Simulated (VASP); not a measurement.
Output of a VASP run:

File OSZICAR:
```
       N       E                     dE             d eps       ncg     rms          rms(c)
DAV:   1     0.399551061356E+01    0.39955E+01   -0.35192E+03 10896   0.290E+02
DAV:   2    -0.217998709105E+02   -0.25795E+02   -0.24879E+02 13824   0.822E+01
DAV:   3    -0.223275911794E+02   -0.52772E+00   -0.52579E+00 13072   0.865E+00
DAV:   4    -0.223284230859E+02   -0.83191E-03   -0.83189E-03 12400   0.422E-01
DAV:   5    -0.223284247952E+02   -0.17093E-05   -0.17093E-05 13272   0.174E-02    0.921E+00
DAV:   6    -0.191308250797E+02    0.31976E+01   -0.31623E+00 12176   0.518E+00    0.494E+00
DAV:   7    -0.191165830807E+02    0.14242E-01   -0.59996E-01 10784   0.210E+00    0.218E+00
DAV:   8    -0.190775144655E+02    0.39069E-01   -0.29065E-01 10600   0.185E+00    0.146E+00
DAV:   9    -0.193232869395E+02   -0.24577E+00   -0.68380E-02 11160   0.110E+00    0.302E-01
DAV:  10    -0.193180712439E+02    0.52157E-02   -0.71965E-03 12128   0.383E-01    0.263E-01
DAV:  11    -0.193262519759E+02   -0.81807E-02   -0.13851E-03 11688   0.181E-01    0.897E-02
DAV:  12    -0.193273097320E+02   -0.10578E-02   -0.18378E-03 11608   0.143E-01    0.405E-02
DAV:  13    -0.193270951244E+02    0.21461E-03   -0.25323E-04 12848   0.527E-02    0.410E-02
DAV:  14    -0.193270447113E+02    0.50413E-04   -0.16923E-05 11640   0.197E-02    0.125E-02
DAV:  15    -0.193270842023E+02   -0.39491E-04   -0.14614E-05 10928   0.178E-02    0.796E-03
DAV:  16    -0.193270793038E+02    0.48985E-05   -0.11700E-06 13264   0.450E-03    0.753E-03
DAV:  17    -0.193270860776E+02   -0.67738E-05   -0.13644E-07 11472   0.181E-03    0.421E-03
DAV:  18    -0.193270817344E+02    0.43432E-05   -0.14657E-07 12392   0.136E-03    0.783E-04
DAV:  19    -0.193270832215E+02   -0.14872E-05   -0.11086E-08  6392   0.403E-04    0.655E-04
DAV:  20    -0.193270826006E+02    0.62096E-06   -0.56278E-09  5944   0.267E-04    0.370E-04
DAV:  21    -0.193270831724E+02   -0.57184E-06   -0.10753E-09  5792   0.137E-04    0.800E-05
DAV:  22    -0.193270830260E+02    0.14641E-06   -0.44682E-11  5736   0.287E-05    0.821E-05
DAV:  23    -0.193270830791E+02   -0.53099E-07   -0.24637E-11  5536   0.254E-05
   1 F= -.19327083E+02 E0= -.19327083E+02  d E =-.177808E-16
 imaginary and real dielectric function
```

**OUTCAR**
```
------------------------ aborting loop because EDIFF is reached ----------------------------------------
  FORCE on cell =-STRESS in cart. coord.  units (eV):
  Direction    XX          YY          ZZ          XY          YZ          ZX
  --------------------------------------------------------------------------------------
  Total       -0.0002941     -0.0002941     -0.0002941      0.0000000      0.0000000      0.0000000
  in kB       -0.0228198     -0.0228198     -0.0228198      0.0000000      0.0000000      0.0000000
  external PRESSURE =      -0.0228198 kB  Pullay stress =       0.0000000 kB
  volume of cell :       20.65
      direct lattice vectors                 reciprocal lattice vectors
     0.000000000  2.177582247  2.177582247    -0.229612452  0.229612452  0.229612452
     2.177582247  0.000000000  2.177582247     0.229612452 -0.229612452  0.229612452
     2.177582247  2.177582247  0.000000000     0.229612452  0.229612452 -0.229612452
  FREE ENERGIE OF THE ION-ELECTRON SYSTEM (eV)
  ---------------------------------------------------
  free  energy   TOTEN  =       -19.3270830791 eV

  energy  without entropy=      -19.3270830791  energy(sigma->0) =      -19.32708308

 plasma frequency squared (from intraband transitions) (eV^2)
  --------------------------------------------------------------------------------------
       0.000       0.000       0.000
       0.000       0.000       0.000
       0.000       0.000       0.000

 plasma frequency squared (from interband transitions, int dw w eps(2)(w)) (eV^2)
  --------------------------------------------------------------------------------------
     505.490       0.000      -0.000       0.000      -0.000       0.000
      -0.000      -0.000     505.490       0.000      -0.000      -0.000
      -0.000      -0.000      -0.000       0.000     505.490       0.000
```
(Selected blocks of OUTCAR.)

File POSCAR:
```
SiC
1
    0.0000000000     2.1775822467     2.1775822467
    2.1775822467     0.0000000000     2.1775822467
    2.1775822467     2.1775822467    -0.0000000000
Si C
1 1
Direct
  0.0000000000   0.0000000000   0.0000000000
  0.2500000000   0.2500000000   0.2500000000
```

### Question
Reconstruct the remaining input files.

### Answer
One answer among several that fit: the input of the run itself, r2SCAN meta-GGA, plane waves, VASP's PBE PAW potentials (set 64).

File KPOINTS:
```
K-points
0
G
  19 19 19
```

**INCAR**
```
# general
SYSTEM =SiC
PREC   =Accurate
ENCUT  =520   # plane-wave cut-off (eV)
LREAL  =.FALSE.   # projection in real space or not
LASPH  =.TRUE.   # aspherical one-centre terms
NBANDS =24

# electronic loop
EDIFF  =1E-7
NELM   =100   # most electronic steps
ALGO   =Normal
LMIXTAU=.TRUE.

# smearing
ISMEAR =0   # Gaussian
SIGMA  =0.01

# functional
METAGGA=R2SCAN

# output
LWAVE  =.FALSE.
LCHARG =.FALSE.
NEDOS  =1001

# other
LOPTICS=.TRUE.
LPEAD  =.TRUE.
CSHIFT =0.1
```

POTCAR, in this order: Si C (PBE.64 set). Program: vasp_std.

The compound is SiC in the zinc blende structure. It was relaxed first.
